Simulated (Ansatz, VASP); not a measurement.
# Cross-check of MgSi between VASP and Ansatz, part 2 of 2

Wanted: the spread between two codes on one cell, functional and k mesh. The cell is taken from a series of runs on this material, whose earlier steps may have relaxed, scaled, displaced or heated it; both programs get it as it stands.

VASP 6.6.1 and Ansatz 0.2.0.

So far: Set-up; Ansatz: zone-centre phonons, PBEsol, pair 1; VASP: zone-centre phonons, PBEsol, pair 1; Differences.

## (5) VASP: zone-centre phonons, PBEsol, pair 2

Level of this step: PBEsol; plane waves and PAW (Mg, Si) (VASP).

Second derivatives magnify differences that forces hide, and they need a tight electronic threshold. The cell compared in this pair holds 33.14 Å³, against 34.16 Å³ for the pair before.

The input, INCAR:

```
SYSTEM = MgSi
PREC = Accurate
ENCUT = 600
EDIFF = 1E-08
NELM = 120
ISMEAR = 1
SIGMA = 0.15
LREAL = .FALSE.
ALGO = Normal
GGA = PS
NBANDS = 9
LORBIT = 11
LWAVE = .FALSE.
LCHARG = .FALSE.
ISIF = 2
IBRION = 8
LASPH = .TRUE.
GGA_COMPAT = .FALSE.
KPAR = 2
```

The input, POSCAR:

```
MgSi
1.0
    2.8999134891      0.0000000000      0.0000000000
    0.0000000000      2.8999134891      0.0000000000
    0.0000000000      0.0000000000      3.9402048989
Mg Si
1 1
Direct
    0.0000000000      0.0000000000      0.0000000000
    0.5000000000      0.5000000000      0.5000000000
```

The input, KPOINTS:

```
Automatic mesh
0
Gamma
16 16 12
0 0 0
```

Potentials, in the order of the species: Mg and Si (PBE family, release 64).

On the command line:

```sh
$ mpirun -np 2 vasp_std
```

Numbers of over 12 decimals in the logs are rounded to 6 here.

The log of the run:

```text
[banner, memory and clock lines left out]
running    2 mpi-ranks, on    1 nodes
[...]
[... a notice as in an earlier step ...]

 LDA part: xc-table for (Slater+PW92), standard interpolation
 POSCAR, INCAR and KPOINTS ok, starting setup
[...]
entering main loop
       N       E                     dE             d eps       ncg     rms          rms(c)
DAV:   1     0.347645060895E+01    0.34765E+01   -0.28430E+03  5846   0.594E+02
DAV:   2    -0.722313697545E+01   -0.10700E+02   -0.10313E+02  7436   0.631E+01
DAV:   3    -0.747068563062E+01   -0.24755E+00   -0.24114E+00  7194   0.872E+00
DAV:   4    -0.747191013737E+01   -0.12245E-02   -0.12244E-02  7678   0.638E-01
[...]
DAV:  11    -0.735868213592E+01    0.58801E-06   -0.14117E-06  6693   0.533E-03    0.343E-03
DAV:  12    -0.735868214681E+01   -0.10887E-07   -0.80155E-08  6513   0.162E-03    0.115E-03
DAV:  13    -0.735868213845E+01    0.83631E-08   -0.14143E-09  3565   0.228E-04
   1 F= -.73586821E+01 E0= -.73587985E+01  d E =0.349209E-03
[...]
RMM:   6    -0.123603030530E-01   -0.23797E-06   -0.46614E-09 16945   0.464E-04    0.330E-04
RMM:   7    -0.123598222055E-01    0.48085E-06   -0.87066E-10 17285   0.123E-04    0.204E-05
RMM:   8    -0.123598257772E-01   -0.35717E-08   -0.61336E-10 17842   0.263E-05    0.426E-06
 first order change of Fermi-energy  -0.56040E-04
 force on displaced ion       2 direction 1 :  -2.246   0.000   0.000
 Linear response progress:
  Degree of freedom:   4/  4
       N       E                     dE             d eps       ncg     rms          rms(c)
RMM:   1    -0.226049289033E-01   -0.22605E-01    0.79763E-02 11104   0.878E-01
RMM:   2    -0.231021426149E-01   -0.49721E-03   -0.44078E-04  8831   0.137E-01    0.629E-02
RMM:   3    -0.231771825749E-01   -0.75040E-04   -0.11950E-04  8888   0.427E-02    0.319E-02
RMM:   4    -0.233375237124E-01   -0.16034E-03   -0.43616E-05  8954   0.251E-02    0.107E-02
[...]
RMM:   8    -0.233527414363E-01   -0.67033E-07   -0.13212E-09  9764   0.654E-05    0.449E-05
RMM:   9    -0.233526630119E-01    0.78424E-07    0.16432E-09  9962   0.261E-05    0.287E-06
RMM:  10    -0.233526575135E-01    0.54983E-08   -0.35891E-09  9533   0.167E-05    0.133E-06
 first order change of Fermi-energy  -0.18410E-03
 force on displaced ion       2 direction 3 :   0.000  -0.000  -4.778
 Linear response finished
```

From OUTCAR (step 5):

```text
  Total        0.4027351      0.4027351      0.4011221      0.0000000      0.0000000      0.0000000
  in kB       19.4733738     19.4733738     19.3953814      0.0000000      0.0000000      0.0000000
  external PRESSURE =      19.4473764 kB  Pullay stress =       0.0000000 kB

 POSITION                                       TOTAL-FORCE (eV/Angst)
 -----------------------------------------------------------------------------------
      0.00000      0.00000      0.00000         0.000000      0.000000      0.000000
      1.44996      1.44996      1.97010         0.000000      0.000000      0.000000
 -----------------------------------------------------------------------------------
    total drift:                               -0.000000     -0.000000     -0.000000

[... 1 part as in an earlier step ...]

[... 1 further part left out ...]
```

## (6) Ansatz: zone-centre phonons, PBEsol, pair 2

The same cell, functional, mesh and smearing now go to Ansatz, which takes its cutoff from its data sets.

The cell is taken from a series of runs on this material, whose earlier steps may have relaxed, scaled, displaced or heated it; both programs get it as it stands.

The input, input.yaml:

```yaml
crystal:
  lattice:
    - [2.8999134891, 0.0, 0.0]
    - [0.0, 2.8999134891, 0.0]
    - [0.0, 0.0, 3.9402048989]
  atoms:
    - { symbol: Mg, position: [0.0, 0.0, 0.0] }
    - { symbol: Si, position: [0.5, 0.5, 0.5] }
kpoints:
  mp_grid: { grid: [16, 16, 12] }
hamiltonian:
  xc: pbesol
  pseudopotentials: { kind: nc }
scf:
  occupations: { method: methfessel_paxton, width: 0.15 }
output:
  eigenvalues: true
phonons:
  method: dfpt
  qmesh: [2, 2, 2]
  temperatures: { t_max: 1000, t_step: 50 }
  qpath:
    path:
      - [[0.0, 0.0, 0.0], [0.0, 0.5, 0.0], [0.5, 0.5, 0.0], [0.0, 0.0, 0.0], [0.0, 0.0, 0.5], [0.0, 0.5, 0.5], [0.5, 0.5, 0.5], [0.0, 0.0, 0.5]]
      - [[0.0, 0.5, 0.0], [0.0, 0.5, 0.5]]
      - [[0.5, 0.5, 0.0], [0.5, 0.5, 0.5]]
    npoints: 10
```

On the command line:

```sh
$ ansatz run input.yaml --threads 4 --pin off --max-ram 7168MiB --backend cpu --events-out ev --progress --plain --runs-dir out
```

The log of the run:

```text
[...]
Crystal: 2 atoms, lattice volume = 33.135 Å³
Basis set: ecut = 1142.878222 eV, 2917 PW (Γ), exchange–correlation on 64×64×90 points (8 copies of the dense FFT grid, shifted against one another)
Bands: 11, of which v1, the nominal top of the filled ones, is band 7 counted from 1 (6 counted from 0)
Symmetry: 16 space group operations
k-points: 315 of 3072
[...]
largest difference from the sums on the solved wave vectors: F 1.18e-1 eV, S 1.62e-4 and C_V 4.42e-5 eV/K
  zero-point energy: 0.068494 eV/cell   skipped modes (ω ≤ 0): 448, of them read as no rigid motion or as one in doubt: 445 (6.180e-1 modes/cell left out, lowest -146.71 cm⁻¹)   left out of the sums: 1.03e-1 of the cell's modes: C_V's classical limit lies that fraction below 3 k_B per atom; for a crystal, a wire or a layer, F and S can be off by more, and a phonons.interpolated_qmesh denser along its periods is the remedy for the sampling
[key lines of the parts left out:]
SCF converged after 8 iterations
Free energy (F): -1728.808339 eV
Fermi energy:    8.748582 eV
```

## (7) Differences

What differs besides the data sets and the points named for the pairs above, as far as they apply: VASP's run holds the zone centre alone; the data sets hold 14 valence electrons in Ansatz (on norm-conserving files, of PseudoDojo where its log says so) and 6 in VASP. Total energies have different zeros and are not compared.

Both answers:

| quantity | Ansatz | VASP | difference |
| --- | --- | --- | --- |
| optical mode 1 to 2 (cm⁻¹) | 215.9 | 216.5 | -0.30 % |
| optical mode 3 (cm⁻¹) | 315.6 | 315.8 | -0.07 % |

Modes are paired by rising frequency, not by their patterns, so a pair may set unlike modes beside each other; they are those without the splitting of longitudinal modes.

## (8) What came out

| Item | Value |
| --- | --- |
| r.m.s. difference of the optical zone-centre modes, each program's sorted by frequency (zone-centre phonons, PBEsol, pair 1) | 0.42 cm⁻¹ |
| r.m.s. difference of the optical zone-centre modes, each program's sorted by frequency (zone-centre phonons, PBEsol, pair 2) | 0.54 cm⁻¹ |

The r.m.s. difference of the optical zone-centre modes, each program's sorted by frequency is 0.42 cm⁻¹ (zone-centre phonons, PBEsol, pair 1). The data sets hold unlike numbers of valence electrons (14 in Ansatz and 6 in VASP), so part of the differences comes from the potentials. Such differences can come from data sets, numerical settings and the points named under the comparisons, not from the functional's error against experiment.

[Lines on the potential files, build, host, timing and source positions are cut from VASP's logs without a mark.]

[Logs are printed without paths, hosts, clocks, repeated set-up lines and the standing remarks that a program may print on its own settings, such as how far it seeks lower states.]

[Hosts, paths, dates, database ids (printed as entryN), source tags and the programs' standing remarks are cut or masked in the printed files.]
